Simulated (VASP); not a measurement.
```
FeAs
1.0
    3.26300     0.00000     0.00000
    0.00000     3.26300     0.00000
    0.00000     0.00000     3.26300
Fe As
1 1
Cartesian
  0.00000   0.00000   0.00000
  1.63150   1.63150   1.63150
```
Starting moments (μB, in the order of the record's atoms Fe As): 4.0 0.0.

All values below come from PBE GGA, VASP's PBE PAW potentials (set 64) (plane waves; VASP 6.6.1). Settings: 400 eV cut-off, 10×10×10 Γ-centred mesh, first-order Methfessel-Paxton smearing of 0.10 eV, potentials Fe As.

Energy and stress use the plane-wave basis of the starting cell.

### Question
The ions, cell shape and volume are relaxed. Give the cell that the relaxation ends in.

### Answer

```
FeAs
1.0
    2.96632     0.00000     0.00000
    0.00000     2.96632     0.00000
    0.00000     0.00000     2.96632
Fe As
1 1
Cartesian
  0.00000   0.00000   0.00000
  1.48316   1.48316   1.48316
```
Space group Pm-3m (221), at a tolerance of 0.03 Å. The cell ends with 1.30 μB, on the sites 1.39 -0.04 μB.

### Question
How do energy and volume change from the first to the last step?

### Answer
The energy (σ→0) changes by -237.6 meV/atom and the volume by -24.9 %, in 7 ionic steps.

The structure was generated: FeAs was put into the CsCl type type (Pm-3m), which need not be its known phase. This run relaxes it. Symmetry was kept, so distortions that lower it aren't found.
